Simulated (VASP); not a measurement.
Input:

```xyz
6
Lattice="5.8182 0.0000 0.0000 -2.9091 5.0387 0.0000 0.0000 0.0000 4.5008" Properties=species:S:1:pos:R:3 pbc="T T T"
Rb     0.0000     0.0000     0.0000
Au     2.9091     1.6796     0.0000
Au     0.0000     3.3592     0.0000
Au     2.9091     0.0000     2.2504
Au     1.4546     2.5194     2.2504
Au    -1.4546     2.5194     2.2504
```

All values below come from PBEsol GGA, VASP's PBE PAW potentials (set 64) (plane waves; VASP). Settings: 300 eV cut-off, 5×5×6 Γ-centred mesh, Fermi-Dirac smearing of 0.10 eV, potentials Rb_sv Au.

At this cut-off the stress carries a Pulay error, which pulls relaxed volumes low.

Question: Give the stress tensor in GPa (positive for a compressed cell).

Answer: 
```
-3.49   0.00   0.00
 0.00  -3.49   0.00
 0.00   0.00  -3.88
```
The pressure is its mean diagonal, -3.62 GPa.

The structure comes from a computed database's RbAu5 entry (P6/mmm); how it stands against other phases isn't given here. The cell was not relaxed at this level.
